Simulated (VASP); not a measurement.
```xyz
3
Lattice="0.0000 2.8312 2.8312 2.8312 0.0000 2.8312 2.8312 2.8312 0.0000" Properties=species:S:1:pos:R:3 pbc="T T T"
Al     1.4156     1.4156     1.4156
Al     4.2467     4.2467     4.2467
Au     0.0000     0.0000     0.0000
```

Calculation: PBEsol GGA, VASP's PBE PAW potentials (set 64) (plane waves; VASP). Numerical set-up: 500 eV cut-off, 9×9×9 Γ-centred mesh, first-order Methfessel-Paxton smearing of 0.10 eV, potentials Al Au.

Unless said otherwise, spin-orbit coupling is left out, though it shifts the bands of the heavy elements here.

Problem. Predict the energy per atom (σ→0), pressure, band gap (on the k-mesh) with the smallest direct gap where there is one.

Solution. 
- band gap (on the k-mesh): none (metal, semimetal or under 0.01 eV)
- energy per atom (σ→0): -4.261 eV/atom
- pressure: 30.01 GPa

The absolute energy has meaning only against runs of the same code, potentials and settings.

The compound is AuAl2 in the fluorite structure. It was relaxed first under an external pressure of 30 GPa. The electron count is odd and the run is not spin-polarised, which forces a metal.
